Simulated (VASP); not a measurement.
Ti2AlC: single point with LDA

Ti2AlC:

```
Ti Al C
1.0
     3.01428    0.00000    0.00000
    -1.50714    2.61044    0.00000
     0.00000    0.00000   13.50824
Ti Al C
4 2 2
Direct
  0.33333 0.66667 0.08355
  0.66667 0.33333 0.58355
  0.66667 0.33333 0.91645
  0.33333 0.66667 0.41645
  0.33333 0.66667 0.75000
  0.66667 0.33333 0.25000
  0.00000 0.00000 0.00000
  0.00000 0.00000 0.50000
```

The cell comes from a database or a generator and needn't be the stable form of this composition.

The cell isn't the ideal one: relaxed again under DFT LDA, scalar-relativistic, plane waves, PAW.

| Property | Result |
| --- | --- |
| Program | VASP 6.6.1 |
| Task | single point |
| Functional | LDA |
| Potentials or basis | VASP PAW LDA potentials, release 64 (Ti_sv, Al, C) |
| Cutoff | 520 eV |
| k mesh | 15 × 15 × 4 |
| Occupations | gaussian, width 0.1 eV |
| Spin | no spin polarisation |

- Pressure: 0.4 GPa
- Largest force: 0.049 eV/Å
- Band gap on the k mesh: none (metal or under the smearing width)

Forces on the atoms (eV/Å):
```
Ti   0.000  0.000  0.049
Ti   0.000  0.000  0.049
Ti   0.000  0.000 -0.049
Ti   0.000  0.000 -0.049
Al   0.000  0.000  0.000
Al   0.000  0.000  0.000
C    0.000  0.000  0.000
C    0.000  0.000  0.000
```

Levels at points of the mesh, in eV from the Fermi level:
| k point | band 29 | band 30 | band 31 | band 32 | band 33 | band 34 | band 35 | band 36 |
| --- | --- | --- | --- | --- | --- | --- | --- | --- |
| (0.00, 0.00, 0.00) | 0.47 | 0.72 | 0.92 | 0.92 | 0.94 | 0.94 | 1.92 | 1.92 |
| (0.00, 0.00, 0.50) | 0.59 | 0.59 | 0.93 | 0.93 | 0.93 | 0.93 | 1.94 | 1.94 |

Run time: 9.3 min on 1 thread of Intel(R) Xeon(R) 6975P-C (Granite Rapids), on a shared host, peak memory 0.39 GiB.
